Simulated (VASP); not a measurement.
A cell of Zn (hcp) near equilibrium:

```
Zn
1.0
    1.31941    -2.28528     0.00000
    1.31941     2.28528     0.00000
    0.00000     0.00000     4.63744
Zn
2
Direct
  0.33333   0.66667   0.25000
  0.66667   0.33333   0.75000
```

Computed with PBEsol GGA, VASP's PBE PAW potentials (set 64) (plane waves; VASP).

| run | ΔE (meV/atom) | σxx | σyy | σzz | largest shear component, with its sign (GPa) | largest force (eV/Å) |
|---|---|---|---|---|---|---|
| as it is | 0.0 | 0.80 | 0.80 | 0.19 | 0.00 | 0.000 |
| after one change | 2.2 | 0.91 | 0.84 | 0.33 | -0.19 | 0.086 |
Stress is in GPa, positive when the cell is compressed.

Q: What was changed between the two runs?
(A) uniaxial strain of -1.0 % along z
(B) atom 1 (Zn) moved by 0.200 Å along y
(C) atom 2 (Zn) moved by -0.100 Å along x
(D) uniaxial strain of +1.0 % along z

A: C, atom 2 (Zn) moved by -0.100 Å along x

The compound is Zn in the hcp structure.
